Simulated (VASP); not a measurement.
Input:

```xyz
3
Lattice="0.0000 2.6318 2.6318 2.6318 0.0000 2.6318 2.6318 2.6318 0.0000" Properties=species:S:1:pos:R:3 pbc="T T T"
Co     0.0000     0.0000     0.0000
Si     1.3159     1.3159     1.3159
Si     3.9476     3.9476     3.9476
```

All values below come from PBE GGA with D3 dispersion (zero damping), VASP's PBE PAW potentials (set 64) (plane waves; VASP). Numerical set-up: 520 eV cut-off, 10×10×10 Γ-centred mesh, first-order Methfessel-Paxton smearing of 0.10 eV, potentials Co Si.

Q: Estimate the energy per atom (σ→0), pressure, band gap (on the k-mesh) with the smallest direct gap where there is one.

A: 
| Item | Value |
|---|---|
| band gap (on the k-mesh) | none (metal, semimetal or under 0.01 eV) |
| energy per atom (σ→0) | -6.715 eV/atom |
| pressure | 6.23 GPa |

The compound is CoSi2 in the fluorite structure. This cell is one point of a volume scan, at 0.97 of the reference volume. The run is not spin-polarised, so no magnetic state was tried. The electron count is odd and the run is not spin-polarised, which forces a metal.
